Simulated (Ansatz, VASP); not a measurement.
**Cross-check of Si between VASP and Ansatz**

Aim: how closely do two programs agree when they are given the same cell, functional and k mesh? The cell is taken from a series of runs on this material, whose earlier steps may have relaxed, scaled, displaced or heated it; both programs get it as it stands.

Method: plane waves, with VASP 6.6.1 beside it; single point at HSE06, in Ansatz 0.2.0.

## (1) The starting structure

It takes space group Fd-3m (No. 227, cubic). The conventional cell has a = 5.360 Å, b = 5.360 Å, c = 5.360 Å, α = 90.00°, β = 90.00°, γ = 90.00°. Nearest to Si lie 4 Si at 2.32 Å.

## (2) Ansatz: single point, HSE06

Ansatz runs on its PAW soft_1 files.

A single point gives forces, pressure and levels at one fixed geometry, so differences don't come from the geometry; what else differs is listed under the comparison.

The input, input.yaml:

```yaml
crystal:
  lattice:
    - [0.0, 2.6799936129, 2.6799936129]
    - [2.6799936129, 0.0, 2.6799936129]
    - [2.6799936129, 2.6799936129, 0.0]
  atoms:
    - { symbol: Si, position: [0.5, 0.5, 0.5] }
    - { symbol: Si, position: [0.75, 0.75, 0.75] }
kpoints:
  mp_grid: { grid: [6, 6, 6] }
scf:
  occupations: { method: fermi_dirac, width: 0.02 }
hamiltonian:
  xc: hse06
  pseudopotentials: { kind: paw, azcp: { folder: soft_1 } }
basis:
  ecutwfc: 600
output:
  forces: true
  stress: true
  write_density: true
  write_potential: true
  elf: true
  volumetric_format: npy
```

Command:

```sh
$ ansatz run input.yaml --threads 8 --pin off --max-ram 18432MiB --backend cpu --events-out ev --progress --plain --runs-dir out
```

Numbers of over 12 decimals in the logs are rounded to 6 here.

The log of the run:

```text
Warning: output.stress: scf.convergence.dr2_threshold = 1e-7 eV (the SCF's general default) is looser than the 2e-10 eV advised for a printed stress (1e-10 eV for each atom of the cell: 2). What an SCF threshold leaves in a stress goes as its square root, and in the free energy as the threshold itself, and one threshold admits the most on a small cell: [figures from the program's tests cut] Set scf.convergence.dr2_threshold to 2e-10 eV or tighter. The threshold is an SCF's pass mark: one that does not reach it within its budget of iterations ends unconverged, or closes short of it on a stop that the run arms, and scf.convergence.dr2_threshold's page says what that costs each kind of run
Warning: output.stress: scf.exx.energy_threshold = 1e-6 eV is looser than the 2e-8 eV advised for a stress under a hybrid functional (1e-8 eV for each atom of the cell: 2). Every SCF of the exchange loop can meet its threshold on dr2 while the loop round them stops early: no threshold on dr2 bounds what that leaves in the stress. Set scf.exx.energy_threshold to 2e-8 eV or tighter. The threshold is the loop's pass mark: a loop that does not reach it within its budget of cycles ends unconverged, and scf.exx.energy_threshold's page has the law
Engine: ansatz 0.2.0, aarch64-unknown-linux-gnu
Pseudopotentials: kind: paw
Pseudopotential: Si, paw, valence charge 4, recommended cutoff 420 eV (normal), soft_1/Si.paw.azcp
Functional definition: HSE06
  parameter a = 0.25
  parameter omega = 0.11/bohr
  exchange = pbe_x - a*pbe_x_sr(omega) + a*exact_x_sr(omega)
  correlation = pbe_c
Crystal: 2 atoms, lattice volume = 38.497 Å³
Basis set: ecut = 600 eV, 1243 PW (Γ), exchange–correlation on 64×64×64 points (8 copies of the dense FFT grid, shifted against one another)
Bands: 8, of which v1, the nominal top of the filled ones, is band 4 counted from 1 (3 counted from 0)
Symmetry: 48 space group operations
Space group: Fd-3m (ITA 227), of the structure as read, at distance tolerance 3.4e-5 Å
k-points: 16 of 216
Non-local potential: Si, projectors of the file, l = 0: 2, l = 1: 2, l = 2: 1
PAW form: soft (Blöchl's): semilocal exchange-correlation on the pseudo side does not see the compensation charge
PAW frozen core: Si, regenerated for the run's functional, and the local potential with it (the file was generated under x = pbe(κ = 0.804, μ = 0.219515), c = pbe(β = 0.066725))
PAW one-centre angular grid: Si, 110 points (default); XC on 64 Gauss nodes
Initial density: superposition of atomic densities (chi_scale 0.1, normalization cell)
Initial wavefunctions: pseudopotential atomic-orbital guess
Functional: x = pbe(κ = 0.804, μ = 0.219515), c = pbe(β = 0.066725), warm-up for x = pbe(κ = 0.804, μ = 0.219515) + 0.25 (exact − pbe) at short range (hse, ω = 0.207870 Å⁻¹), c = pbe(β = 0.066725); HSE06 as pw.x's `hse` composes it (authors' and Libxc's form: `xc: wpbeh`)
SCF iter   1: F=—  HF=-1271.746640 eV  |F-HF|=—  |Δ(HF+E_count)|=         —  Δρ=4.94e-2  dr2=8.46e-1  ethr=1.00e-1  ⟨swp⟩=5.0  Hψ=468  notcnv=0
preconditioner: auto → none  [insulator: Δε(μ)=0.965 eV  Ē_g=9.800 eV  σ=0.020 eV  W_gap=1.00  n_scr=8 (ndim 8)  ℏωp=16.9 eV  f_vac=0.000  D(μ)=0.00/eV (n_scr^D=0)]
SCF iter   2: F=—  HF=-1271.569932 eV  |F-HF|=—  |Δ(HF+E_count)|=   1.77e-1  Δρ=2.18e-2  dr2=1.43e-1  ethr=1.06e-2  ⟨swp⟩=2.4  Hψ=265  notcnv=0  defer=1
iter 3 solved again at ethr=5.22e-6 eV; its pass at ethr=1.78e-3 eV (dr2=4.17e-4 eV) is discarded
SCF iter   3: F=—  HF=-1271.546965 eV  |F-HF|=—  |Δ(HF+E_count)|=   2.30e-2  Δρ=1.45e-3  dr2=4.52e-4  ethr=5.22e-6  ⟨swp⟩=4.7  Hψ=746  notcnv=0  defer=2
SCF iter   4: F=-1271.547295 eV  HF=-1271.547281 eV  |F-HF|=1.37e-5  |Δ(HF+E_count)|=   3.17e-4  Δρ=2.17e-4  dr2=9.69e-6  ethr=5.22e-6  ⟨swp⟩=2.2  Hψ=242  notcnv=0  defer=1
SCF 1 stopped early in 4 iterations: F = -1271.547295 eV  dr2 = 9.69e-6
  greatest PAW one-centre occupation: 0.625 electrons in one spin orbital (limit 2), on the Si atom at site 1 (counted from 0), in its partial waves of l = 0
Initial density: handed on by an earlier stage of this run
Initial wavefunctions: those handed on with the density
Functional: x = pbe(κ = 0.804, μ = 0.219515) + 0.25 (exact − pbe) at short range (hse, ω = 0.207870 Å⁻¹), c = pbe(β = 0.066725); HSE06 as pw.x's `hse` composes it (authors' and Libxc's form: `xc: wpbeh`)
Exchange kernel: α = 0.2500, screened, ω = 0.2079 Å⁻¹, Wigner–Seitz truncation, v(0) = 1046.2999 eV·Å³, q-mesh 6×6×6, nearest image of the exchange supercell L = 22.74 Å, pair-density grid 20×20×20, without the augmentation charges, whose exchange is taken in its separable form by FFT convolution over the k-point mesh (sized by the pseudopotential files, 25×25×25 at the most), smooth part of the exact exchange by density-matrix convolution
Frozen-core exchange: fock
SCF iter   1: F=—  HF=-1272.545670 eV  |F-HF|=—  |Δ(HF+E_count)|=         —  Δρ=3.34e-3  dr2=3.11e-3  ethr=1.21e-6  ⟨swp⟩=7.1  Hψ=688  notcnv=0
preconditioner: auto → none  [insulator: Δε(μ)=1.155 eV  Ē_g=11.056 eV  σ=0.020 eV  W_gap=1.00  n_scr=8 (ndim 8)  ℏωp=16.9 eV  f_vac=0.000  D(μ)=0.00/eV (n_scr^D=0)]
SCF iter   2: F=—  HF=-1272.544158 eV  |F-HF|=—  |Δ(HF+E_count)|=   1.51e-3  Δρ=7.64e-4  dr2=3.48e-4  ethr=1.21e-6  ⟨swp⟩=4.0  Hψ=357  notcnv=0
SCF iter   3: F=—  HF=-1272.546640 eV  |F-HF|=—  |Δ(HF+E_count)|=   2.48e-3  Δρ=4.20e-4  dr2=4.79e-5  ethr=9.28e-7  ⟨swp⟩=4.3  Hψ=360  notcnv=0
SCF iter   4: F=—  HF=-1272.546623 eV  |F-HF|=—  |Δ(HF+E_count)|=   1.66e-5  Δρ=3.63e-5  dr2=5.62e-6  ethr=5.29e-7  ⟨swp⟩=2.0  Hψ=192  notcnv=0
SCF iter   5: F=-1272.546667 eV  HF=-1272.546667 eV  |F-HF|=5.17e-7  |Δ(HF+E_count)|=   4.40e-5  Δρ=6.09e-5  dr2=1.17e-6  ethr=3.74e-9  ⟨swp⟩=5.0  Hψ=424  notcnv=0
SCF 2 stopped early in 5 iterations: F = -1272.546667 eV  dr2 = 1.17e-6
  greatest PAW one-centre occupation: 0.630 electrons in one spin orbital (limit 2), on the Si atom at site 1 (counted from 0), in its partial waves of l = 0
hybrid outer 1: dexx = +2.966e-3 eV, tail = 3.51e-6 eV
Exchange kernel: α = 0.2500, screened, ω = 0.2079 Å⁻¹, Wigner–Seitz truncation, v(0) = 1046.2999 eV·Å³, q-mesh 6×6×6, nearest image of the exchange supercell L = 22.74 Å, pair-density grid 20×20×20, without the augmentation charges, whose exchange is taken in its separable form by FFT convolution over the k-point mesh (sized by the pseudopotential files, 25×25×25 at the most), smooth part of the exact exchange by density-matrix convolution
Frozen-core exchange: fock
SCF iter   1: F=—  HF=-1272.546657 eV  |F-HF|=—  |Δ(HF+E_count)|=         —  Δρ=8.04e-6  dr2=1.61e-8  ethr=2.20e-7  ⟨swp⟩=3.9  Hψ=308  notcnv=0
preconditioner: auto → none  [insulator: Δε(μ)=1.200 eV  Ē_g=11.067 eV  σ=0.020 eV  W_gap=1.00  n_scr=8 (ndim 8)  ℏωp=16.9 eV  f_vac=0.000  D(μ)=0.00/eV (n_scr^D=0)]
SCF iter   2: F=-1272.546657 eV  HF=-1272.546657 eV  |F-HF|=7.32e-10  |Δ(HF+E_count)|=   4.55e-8  Δρ=3.90e-6  dr2=2.54e-9  ethr=1.89e-10  ⟨swp⟩=4.1  Hψ=320  notcnv=0
SCF 3 converged in 2 iterations: F = -1272.546657 eV  dr2 = 2.54e-9
  Residual-converged pass: ⟨swp⟩=3.0  Hψ=239  notcnv=0  max |occ|·‖R‖ = 2.3e-6 eV (tolerance 2.4e-6 eV)  dr2=2.53e-9  dr2_onsite=3.71e-10  max |Δocc| = 2.3e-22
hybrid outer 2: dexx = +1.117e-8 eV, tail = 5.93e-9 eV, Δε = 8.50e-4 eV (about 6.89e-5 eV left of the loop's levels)
hybrid SCF converged: 2 outer / 7 inner (+4 warm-up), last move |dexx| = 1.12e-8 eV, tail = 5.93e-9 eV
Stability not checked: this state was not tested for a lower state beside it, because the functional holds exact exchange (a hybrid, or Hartree-Fock), whose exchange loop this test does not read (fock_operator; see scf.lower_state_search)
Free energy (F): -1272.546657 eV
Frozen-core exchange: fock
Harris-Foulkes:  -1272.546657 eV  (|F-HF|=7.32e-10)
Internal energy: -1272.546657 eV  (E = F + TS)
E sigma→0 (E₀):  -1272.546657 eV
Fermi energy:    6.897899 eV
--- Per-component energies (eV) ---
  E_band       = 4.767629
  E_kinetic    = 82.895776
  E_local      = -45.983467  (includes V_loc(G=0)·N_el)
  E_nonlocal   = 45.243797
  E_hartree    = 14.519640
  E_xc         = -92.476859
  E_vxc        = -78.598954  (∫ρ·V_xc dr)
  E_exx        = -11.319887  (= α·E_x^exact, valence–valence)
  E_paw        = -1033.760675  (= ΣΔE_a)
  E_vpaw       = -5.189073  (= ΣTr[D̂ρ^β])
  E_aug_tail   = 0.000018  (compensation charges beyond the density's cutoff)
  E_ewald      = -231.546767
  E_core_change = -0.118233  (= ΣΔE_core)
  E_smearing   = -0.000000  (= −TS)
  E_closure    = -0.000000  (closes the sum)
  Σ components = -1272.546657   (vs F -1272.546657, Δ=0.00e0)
--- Forces (eV/Å), atoms counted from 1 ---
  atom   1  Si    -0.00000000     0.00000000     0.00000000
  atom   2  Si    -0.00000000     0.00000000     0.00000000
  max |Σ_I F_I| component: 2.13e-16 eV/Å
--- Stress (GPa, compression-positive) ---
        4.837712       0.000000       0.000000
        0.000000       4.837712       0.000000
       -0.000000      -0.000000       4.837712
  P = ⅓ Tr σ = 4.8377 GPa (48.377 kbar)
--- Band table (eV; the first three rows and the last of 16) ---
  k-point 0: bands = ["-7.2821", "6.3060", "6.3060", "6.3060", "9.6408", "9.6408"]
  k-point 1: bands = ["-6.8684", "3.7066", "5.8132", "5.8132", "9.5343", "10.3521"]
  k-point 2: bands = ["-5.6983", "0.2967", "5.1844", "5.1844", "8.9312", "10.6277"]
  k-point 15: bands = ["-2.3564", "-2.3564", "2.1607", "2.1607", "9.7517", "9.7517"]
  guard bands above this table: 2 of the run's 8 bands. The solve was not asked for them (output.publish_guard_bands: true or output.eigenvalues: true publishes all)
```

The run ends at a pressure of 4.84 GPa.

## (3) VASP: single point, HSE06

The same cell, functional, mesh and smearing now go to VASP, with its own data sets.

Lines of VASP's logs that name or quote its potential files are left out, and so is its time.

The run reads the wave functions of an earlier VASP run, which isn't shown here.

The input, INCAR:

```
SYSTEM = Si
PREC = Accurate
ENCUT = 400
EDIFF = 1E-06
NELM = 100
ISMEAR = -1
SIGMA = 0.02
LREAL = .FALSE.
ALGO = Normal
LHFCALC = .TRUE.
AEXX = 0.25
GGA = PE
HFSCREEN = 0.208
LASPH = .TRUE.
NBANDS = 10
PRECFOCK = Fast
LORBIT = 11
LWAVE = .FALSE.
LCHARG = .FALSE.
ISIF = 2
```

The input, POSCAR:

```
Si
1.0
    0.0000000000      2.6799936129      2.6799936129
    2.6799936129      0.0000000000      2.6799936129
    2.6799936129      2.6799936129      0.0000000000
Si
2
Direct
    0.5000000000      0.5000000000      0.5000000000
    0.7500000000      0.7500000000      0.7500000000
```

The input, KPOINTS:

```
Automatic mesh
0
Gamma
6 6 6
0 0 0
```

PAW data sets: Si (PBE family, release 64).

Command:

```sh
$ export OMP_NUM_THREADS=3
$ mpirun -np 1 vasp_std
```

The log of the run:

```text
[banner, memory and clock lines left out]
running    1 mpi-ranks, on    1 nodes
 distrk:  each k-point on    1 cores,    1 groups
 distr:  one band on    1 cores,    1 groups
 Offloading initialized ...    1 GPUs detected
 POSCAR found type information on POSCAR Si
 POSCAR found :  1 types and       2 ions
 LDA part: xc-table for (Slater+PW92), standard interpolation
 found WAVECAR, reading the header
 POSCAR, INCAR and KPOINTS ok, starting setup
 FFT: planning ... GRIDC
 FFT: planning ... GRID_SOFT
 FFT: planning ... GRID
 reading WAVECAR
 the WAVECAR file was read successfully
 initial charge from wavefunction
 entering main loop
       N       E                     dE             d eps       ncg     rms          rms(c)
DAV:   1    -0.125090675868E+02   -0.12509E+02   -0.39124E-01   330   0.406E+00    0.360E+00
DAV:   2    -0.125113499670E+02   -0.22824E-02   -0.64987E-03   370   0.617E-01    0.232E+00
DAV:   3    -0.125109085507E+02    0.44142E-03   -0.23242E-04   356   0.100E-01    0.137E+00
DAV:   4    -0.125107339737E+02    0.17458E-03   -0.36670E-05   346   0.385E-02    0.789E-01
DAV:   5    -0.125106725344E+02    0.61439E-04   -0.15067E-05   352   0.241E-02    0.451E-01
DAV:   6    -0.125106521464E+02    0.20388E-04   -0.54693E-06   336   0.143E-02    0.258E-01
DAV:   7    -0.125106451362E+02    0.70102E-05   -0.20389E-06   298   0.873E-03    0.147E-01
DAV:   8    -0.125106429824E+02    0.21538E-05   -0.70254E-07   164   0.526E-03    0.840E-02
DAV:   9    -0.125106425251E+02    0.45731E-06   -0.26351E-07   160   0.331E-03
   1 F= -.12510643E+02 E0= -.12510643E+02  d E =-.278216E-10
```

From OUTCAR (step 3):

```text
ion  position               nearest neighbor table
   1  0.500  0.500  0.500-   2 2.32   2 2.32   2 2.32   2 2.32
   2  0.750  0.750  0.750-   1 2.32   1 2.32   1 2.32   1 2.32

  LATTYP: Found a face centered cubic cell.
 ALAT       =     5.3599872258

 Subroutine GETGRP returns: Found 48 space group operations
 (whereof 24 operations were pure point group operations)

The static configuration has the point symmetry T_d .
 The point group associated with its full space group is O_h .

 Found     16 irreducible k-points:

   k-points           NKPTS =     16   k-points in BZ     NKDIM =    216   number of bands    NBANDS=     10

   dimension x,y,z NGX =    28 NGY =   28 NGZ =   28
   dimension x,y,z NGXF=    56 NGYF=   56 NGZF=   56

   ENCUT  =  400.0 eV  29.40 Ry    5.42 a.u.   6.18  6.18  6.18*2*pi/ulx,y,z

   NELECT =       8.0000    total number of electrons

 k-points in reciprocal lattice and weights: Automatic mesh
   0.00000000  0.00000000  0.00000000       0.005
   0.16666667  0.00000000  0.00000000       0.037
   0.33333333  0.00000000  0.00000000       0.037
   0.50000000  0.00000000  0.00000000       0.019
   0.16666667  0.16666667  0.00000000       0.028
   0.33333333  0.16666667  0.00000000       0.111
   0.50000000  0.16666667  0.00000000       0.111
  -0.33333333  0.16666667  0.00000000       0.111
  -0.16666667  0.16666667  0.00000000       0.056
[...]
-0.33333333  0.33333333  0.16666667       0.111
  -0.33333333  0.50000000  0.16666667       0.056

  exchange ACFDT corr.  =         0.00000000  see jH, gK, PRB 81, 115126

 average (electrostatic) potential at core
       1 -79.0788       2 -79.0788

 E-fermi :   6.2762

 k-point     1 :       0.0000    0.0000    0.0000
  band No.  band energies     occupation
      1      -7.7061      2.00000
      2       5.8793      2.00000
      3       5.8793      2.00000
      4       5.8793      2.00000
      5       9.2255      0.00000
      6       9.2255      0.00000
      7       9.2255      0.00000
      8      10.6990      0.00000
      9      14.6970      0.00000
    ...

 k-point     2 :       0.1667    0.0000    0.0000
  band No.  band energies     occupation
      1      -7.2922      2.00000
      2       3.2837      2.00000
      3       5.3881      2.00000
      4       5.3881      2.00000
      5       9.1191      0.00000
      6       9.9364      0.00000
      7       9.9364      0.00000
      8      12.7259      0.00000
      9      13.9714      0.00000
    ...

 k-point     3 :       0.3333    0.0000    0.0000
  band No.  band energies     occupation
      1      -6.1219      2.00000
      2      -0.1240      2.00000
      3       4.7605      2.00000
      4       4.7605      2.00000
      5       8.5157      0.00000
      6      10.2132      0.00000
      7      10.2132      0.00000
      8      14.8663      0.00000
      9      15.0125      0.00000
    ...

  Total        1.0743626      1.0743626      1.0743626      0.0000000     -0.0000000      0.0000000
  in kB       44.7126289     44.7126289     44.7126289      0.0000000     -0.0000000      0.0000000
  external PRESSURE =      44.7126289 kB  Pullay stress =       0.0000000 kB

  energy-cutoff  :      400.00
  volume of cell :       38.50
      direct lattice vectors                 reciprocal lattice vectors
     0.000000000  2.679993613  2.679993613    -0.186567609  0.186567609  0.186567609
     2.679993613  0.000000000  2.679993613     0.186567609 -0.186567609  0.186567609
     2.679993613  2.679993613  0.000000000     0.186567609  0.186567609 -0.186567609

 POSITION                                       TOTAL-FORCE (eV/Angst)
 -----------------------------------------------------------------------------------
      2.67999      2.67999      2.67999         0.000000      0.000000      0.000000
      4.01999      4.01999      4.01999        -0.000000     -0.000000     -0.000000
 -----------------------------------------------------------------------------------
    total drift:                                0.000000     -0.000000      0.000000

  FREE ENERGIE OF THE ION-ELECTRON SYSTEM (eV)
  ---------------------------------------------------
  free  energy   TOTEN  =       -12.5106425251 eV

  energy  without entropy=      -12.5106425250  energy(sigma->0) =      -12.51064253

 total charge
# of ion       s       p       d       tot
------------------------------------------
    1        0.760   0.994   0.000   1.754
    2        0.760   0.994   0.000   1.754
--------------------------------------------------
tot          1.520   1.989   0.000   3.508

[... 3 further parts left out ...]
```

The run ends at a pressure of 4.47 GPa.

## (4) Comparison

Known differences besides the potentials themselves: exact exchange at q = 0 is treated differently, which shows on coarse meshes; VASP keeps PBE cores, Ansatz makes them for the functional; the cutoff is 600 eV in Ansatz and 400 eV in VASP; VASP takes a coarser grid for exact exchange (PRECFOCK = Fast). Total energies have different zeros and are not compared.

Both answers:

```
              quantity  Ansatz   VASP  difference
        pressure (GPa)    4.84   4.47       +0.37
gap on the k mesh (eV)   1.200  1.212      -0.012
```

A gap on the mesh is an upper bound, since the band edges may lie between its points.

## (5) Outcome

```
difference in gap on the k mesh (single point, HSE06) : -0.012 eV
```

In words: The difference in gap on the k mesh is -0.012 eV (single point, HSE06), within the 0.08 eV picked in this series as the mark of a large difference. How closely two codes agree says nothing of how well the functional describes the real material.

[Lines on the potential files, build, host, timing and source positions are cut from VASP's logs without a mark.]

[Logs are printed without paths, hosts, clocks, repeated set-up lines and the standing remarks that a program may print on its own settings, such as how far it seeks lower states.]

[Hosts, paths, dates, database ids (printed as entryN), source tags and the programs' standing remarks are cut or masked in the printed files.]
